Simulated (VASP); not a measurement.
These are PBEsol GGA, VASP's PBE PAW potentials (set 64) (plane waves; VASP 6.6.1) values and carry that method's errors.

The input files of a VASP run:

### KPOINTS
```
Automatic mesh
0
Gamma
12 12 1
0 0 0
```

INCAR:
```
! general
SYSTEM  = Rh(111) slab
PREC    = Normal
ENCUT   = 400   ! plane-wave cut-off (eV)
LREAL   = F   ! projection in real space or not
LASPH   = T   ! aspherical one-centre terms

! electronic loop
EDIFF   = 1E-6
NELM    = 100   ! most electronic steps
NELMIN  = 4
ALGO    = Normal
LMAXMIX = 4   ! l cut-off of mixed one-centre charges

! smearing
ISMEAR  = 1
SIGMA   = 0.1

! functional
GGA     = PS

! output
LWAVE   = F
LCHARG  = F
LORBIT  = 11   ! lm-projected
LVHAR   = T

! other
LDIPOL  = T
IDIPOL  = 3
DIPOL   = 0.5 0.5 0.5
```

**POSCAR**
```
Rh(111) slab
1
    2.6727229346     0.0000000000     0.0000000000
   -1.3363614673     2.3146455049     0.0000000000
    0.0000000000     0.0000000000    25.8316105439
Rh
5
Direct
  0.6666670000   0.3333330000   0.3326970106
  0.3333330000   0.6666670000   0.4156142904
  0.0000000000   0.0000000000   0.5000000000
  0.6666670000   0.3333330000   0.5843857096
  0.3333330000   0.6666670000   0.6673029894
```

POTCAR, in this order: Rh_pv (PBE.64 set). Program: vasp_std. Read from the step before: WAVECAR.

**Question.** What does the run give for the energy per atom (σ→0), band gap (on the k-mesh)?

**Answer.** 
The energy per atom (σ→0) is -7.767 eV/atom and the band gap (on the k-mesh) is none (metal, semimetal or under 0.01 eV).

**OSZICAR**
```
       N       E                     dE             d eps       ncg     rms          rms(c)
DAV:   1    -0.388339519658E+02   -0.38834E+02   -0.62746E-04  1982   0.158E-01    0.135E-01
DAV:   2    -0.388440591001E+02   -0.10107E-01   -0.45359E-02  1941   0.141E+00    0.105E+00
DAV:   3    -0.388337354157E+02    0.10324E-01   -0.33199E-02  1982   0.117E+00    0.227E-02
DAV:   4    -0.388337768453E+02   -0.41430E-04   -0.22957E-04  1795   0.841E-02    0.102E-02
DAV:   5    -0.388337788789E+02   -0.20337E-05   -0.11773E-05  1722   0.337E-02    0.775E-03
DAV:   6    -0.388337784966E+02    0.38229E-06   -0.18840E-06   998   0.144E-02
   1 F= -.38833778E+02 E0= -.38834855E+02  d E =0.322965E-02
```

The cell is a thin slab with vacuum, built from Rh (fcc): (111) face.
